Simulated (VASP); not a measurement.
# HfO2 (P4_2/nmc) in VASP: further runs, part 2 of 2

VASP 6.6.1. Earlier steps stand in the parts before.

## Step 4: Phonons, LDA

This run uses another cell than the first one, of 10.29 Å³/atom, 0.961 times its volume.

POSCAR

```
HfO2
1.0
    3.5008096521      0.0000000000      0.0000000000
    0.0000000000      3.5008096521      0.0000000000
    0.0000000000      0.0000000000      5.0369755716
  Hf              O
     2     4
Direct
     0.5000000000000000    0.5000000000000000    0.5000000000000000
     0.0000000000000000    0.0000000000000000    0.0000000000000000
     0.0000000000000000    0.5000000000000000    0.7100074509797265
     0.5000000000000000    0.0000000000000000    0.7899925490202735
     0.5000000000000000    0.0000000000000000    0.2899925490202735
     0.0000000000000000    0.5000000000000000    0.2100074509797265
```

INCAR.step1

```
SYSTEM = HfO2
ALGO     = Normal         ! electronic algorithm
EDIFF    = 1E-8           ! SCF threshold, eV
EDIFFG   = -0.002         ! ionic threshold
ENCUT    = 600            ! plane-wave cutoff, eV
GGA      = CA             ! functional
IBRION   = 2              ! ionic algorithm
ISIF     = 3              ! what is computed and relaxed
ISMEAR   = -1             ! smearing method
KPAR     = 8            
LASPH    = .TRUE.         ! aspherical terms in the spheres
LCHARG   = .FALSE.        ! write CHGCAR
LREAL    = .FALSE.        ! projectors in reciprocal space
LWAVE    = .FALSE.        ! write WAVECAR
NELM     = 60             ! most SCF steps
NSW      = 40             ! ionic steps
PREC     = Accurate       ! precision mode
SIGMA    = 0.05           ! smearing width, eV
```

INCAR.step2

```
SYSTEM = HfO2
ALGO     = Normal         ! electronic algorithm
EDIFF    = 1E-8           ! SCF threshold, eV
ENCUT    = 600            ! plane-wave cutoff, eV
GGA      = CA             ! functional
IBRION   = 8              ! ionic algorithm
ISIF     = 2              ! what is computed and relaxed
ISMEAR   = -1             ! smearing method
KPAR     = 8            
LASPH    = .TRUE.         ! aspherical terms in the spheres
LCHARG   = .FALSE.        ! write CHGCAR
LEPSILON = .TRUE.         ! dielectric tensor by DFPT
LREAL    = .FALSE.        ! projectors in reciprocal space
LWAVE    = .FALSE.        ! write WAVECAR
NELM     = 60             ! most SCF steps
NSW      = 1              ! ionic steps
PREC     = Accurate       ! precision mode
SIGMA    = 0.05           ! smearing width, eV
```

KPOINTS

```
k-points
0
G
  6 6 4
  0 0 0
```

Potentials or basis: VASP PAW LDA potentials, release 64 (Hf_pv, O).

Command:

```sh
> cat potpaw_LDA.64/Hf_pv/POTCAR potpaw_LDA.64/O/POTCAR > POTCAR
> cp INCAR.step1 INCAR
> mpirun -np 8 vasp_std > vasp.out
> cp CONTCAR POSCAR
> cp INCAR.step2 INCAR
> mpirun -np 8 vasp_std > vasp.out
```

OUTCAR:

```text
SYSTEM = HfO2
   EDIFF = 1E-8
   ENCUT = 600
   GGA = CA
   IBRION = 8
   ISIF = 2
   ISMEAR = -1
   LASPH = .TRUE.
   LEPSILON = .TRUE.
   LREAL = .FALSE.
   NELM = 60
   NSW = 1
   PREC = Accurate

 ion  position               nearest neighbor table
   1  0.500  0.500  0.500-   3 2.05   5 2.05   5 2.05   3 2.05   4 2.31   4 2.31   6 2.31   6 2.31
                             2 3.56   2 3.56   2 3.56   2 3.56   2 3.56   2 3.56   2 3.56   2 3.56
   2  0.000  0.000  0.000-   4 2.05   6 2.05   6 2.05   4 2.05   3 2.31   5 2.31   3 2.31   5 2.31
                             1 3.56   1 3.56   1 3.56   1 3.56   1 3.56   1 3.56   1 3.56   1 3.56
   3  0.000  0.500  0.706-   1 2.05   1 2.05   2 2.31   2 2.31
   4  0.500  0.000  0.794-   2 2.05   2 2.05   1 2.31   1 2.31
   5  0.500  0.000  0.294-   1 2.05   1 2.05   2 2.31   2 2.31
   6  0.000  0.500  0.206-   2 2.05   2 2.05   1 2.31   1 2.31
[... 1068 lines left out ...]

 Eigenvectors and eigenvalues of the dynamical matrix
 ----------------------------------------------------

   1 f  =   20.565396 THz   129.216195 2PiTHz  685.987776 cm-1    85.051606 meV
             X         Y         Z           dx          dy          dz
      1.762065  1.762065  2.535601    -0.070723    0.005643   -0.000000
      0.000000  0.000000  0.000000     0.070723   -0.005643   -0.000000
      0.000000  1.762065  3.580475     0.700229   -0.003105   -0.000000
      1.762065  0.000000  4.026329    -0.700229    0.003105    0.000000
      1.762065  0.000000  1.490728     0.038913   -0.055871   -0.000000
      0.000000  1.762065  1.044873    -0.038913    0.055871    0.000000
[... 145 lines left out ...]
  18 f/i=    0.009603 THz     0.060338 2PiTHz    0.320323 cm-1     0.039715 meV
             X         Y         Z           dx          dy          dz
      1.762065  1.762065  2.535601     0.205145   -0.618580    0.000000
      0.000000  0.000000  0.000000     0.205145   -0.618580    0.000000
      0.000000  1.762065  3.580475     0.061329   -0.183351    0.000000
      1.762065  0.000000  4.026329     0.061329   -0.183351    0.000000
      1.762065  0.000000  1.490728     0.060807   -0.184927    0.000000
      0.000000  1.762065  1.044873     0.060807   -0.184927    0.000000

--------------------------------------------------------------------------------------------------------

 MACROSCOPIC STATIC DIELECTRIC TENSOR IONIC CONTRIBUTION
 ------------------------------------------------------
          54.137686    -0.000000     0.000000
          -0.000000    54.137686     0.000000
           0.000000     0.000000    13.184392
 ------------------------------------------------------

 ELASTIC MODULI CONTR FROM IONIC RELAXATION (kBar)
 Direction    XX          YY          ZZ          XY          YZ          ZX
 --------------------------------------------------------------------------------
 XX        -798.9636    330.9622   -565.3348      0.0000      0.0000     -0.0000
 YY         330.9622   -798.9636   -565.3348      0.0000     -0.0000      0.0000
 ZZ        -565.3348   -565.3348  -1365.8226      0.0000      0.0000      0.0000
 XY           0.0000      0.0000      0.0000      0.0000      0.0000      0.0000
 YZ           0.0000     -0.0000      0.0000      0.0000   -672.4026      0.0000
 ZX          -0.0000      0.0000      0.0000      0.0000      0.0000   -687.2406
 --------------------------------------------------------------------------------

 PIEZOELECTRIC TENSOR IONIC CONTR  for field in x, y, z        (C/m^2)
          XX          YY          ZZ          XY          YZ          ZX
  --------------------------------------------------------------------------------
  x    -0.00000    -0.00000    -0.00000     0.00000     0.00000    -0.00000
  y     0.00000    -0.00000     0.00000     0.00000    -0.00000    -0.00000
  z    -0.00000     0.00000    -0.00000     0.00000     0.00000     0.00000
```

OSZICAR.step1:

```text
N       E                     dE             d eps       ncg     rms          rms(c)
DAV:   1     0.276857422759E+03    0.27686E+03   -0.28180E+04  1560   0.191E+03
DAV:   2    -0.640809943895E+02   -0.34094E+03   -0.33460E+03  2040   0.422E+02
[... 140 lines left out ...]
  13 F= -.66263437E+02 E0= -.66263437E+02  d E =-.372467E-04
       N       E                     dE             d eps       ncg     rms          rms(c)
DAV:   1    -0.662634409540E+02   -0.36333E-05   -0.21781E-04  1568   0.113E-01    0.163E-02
DAV:   2    -0.662634397537E+02    0.12003E-05   -0.36908E-06  2004   0.132E-02    0.768E-03
DAV:   3    -0.662634392986E+02    0.45512E-06   -0.28079E-07  1828   0.418E-03    0.387E-03
DAV:   4    -0.662634392015E+02    0.97055E-07   -0.16520E-07  1860   0.315E-03    0.187E-03
DAV:   5    -0.662634392021E+02   -0.56707E-09   -0.23998E-08  1188   0.995E-04
  14 F= -.66263439E+02 E0= -.66263439E+02  d E =-.188908E-05
```

It took 6.8 min on 8 MPI ranks of Intel Xeon Platinum 8259CL at 2.50GHz (Skylake/Cascade Lake), shared host; peak memory 0.57 GiB.

What came out:

```yaml
Relaxed_volume: 10.50 Å³/atom
Relaxed_cell: a = 3.524 Å, b = 3.524 Å, c = 5.071 Å, α = 90.00°, β = 90.00°, γ = 90.00°
Space_group_after_relaxing_to_0.05_Å: P4_2/nmc (No. 137)
Electronic_dielectric_tensor_diagonal: 5.32, 5.32, 4.89
Born_charges_mean_of_the_diagonal: Hf +5.34; O -2.67 e
Highest_phonon_frequency_at_Γ_LO-TO_splitting_left_out: 686 cm⁻¹
```

Step by step:
```
step  energy change (eV)  largest force (eV/Å)  pressure (GPa)  volume (Å³)
   1              0.0000                0.0033            4.88        61.73
   2              0.0289                0.1795           -7.62        64.57
   3             -0.0157                0.0678           -0.06        62.77
   4             -0.0157                0.0664            0.03        62.75
   5             -0.0164                0.0529            0.07        62.77
   6             -0.0169                0.0267            0.14        62.80
   7             -0.0173                0.0228            0.08        62.84
   8             -0.0181                0.0110           -0.09        62.94
   9             -0.0179                0.0157           -0.39        63.16
  10             -0.0184                0.0014           -0.20        63.02
  11             -0.0184                0.0040            0.14        62.95
  12             -0.0184                0.0021            0.02        62.98
  13             -0.0184                0.0020            0.01        62.98
  14             -0.0184                0.0011           -0.01        62.98
```

Final structure:
```yaml
crystal:
  lattice:
    - [3.52413, 0.00000, 0.00000]
    - [0.00000, 3.52413, 0.00000]
    - [0.00000, 0.00000, 5.07120]
  atoms:
    - { symbol: Hf, position: [0.50000, 0.50000, 0.50000] }
    - { symbol: Hf, position: [0.00000, 0.00000, 0.00000] }
    - { symbol: O, position: [0.00000, 0.50000, 0.70604] }
    - { symbol: O, position: [0.50000, 0.00000, 0.79396] }
    - { symbol: O, position: [0.50000, 0.00000, 0.29396] }
    - { symbol: O, position: [0.00000, 0.50000, 0.20604] }
```

Phonon frequencies in cm⁻¹ (negative: imaginary):
| q point | frequencies |
| --- | --- |
| (0.000, 0.000, 0.000) | 0 0 0 109 109 120 120 237 288 327 471 471 475 475 616 683 686 686 |

Electronic dielectric tensor:
```
5.32 0.00 0.00
0.00 5.32 0.00
0.00 0.00 4.89
```

Born effective charge tensors (e):
atom 1, Hf
```
5.53 0.00 0.00
0.00 5.53 0.00
0.00 0.00 4.95
```
atom 2, Hf
```
5.53 0.00 0.00
0.00 5.53 0.00
0.00 0.00 4.95
```
atom 3, O
```
-3.35  0.00  0.00
 0.00 -2.18  0.00
 0.00  0.00 -2.47
```
atom 4, O
```
-3.35  0.00  0.00
 0.00 -2.18  0.00
 0.00  0.00 -2.47
```
atom 5, O
```
-2.18  0.00  0.00
 0.00 -3.35  0.00
 0.00  0.00 -2.47
```
atom 6, O
```
-2.18  0.00  0.00
 0.00 -3.35  0.00
 0.00  0.00 -2.47
```

The run has no spin-orbit coupling, so splittings on Hf are missing.
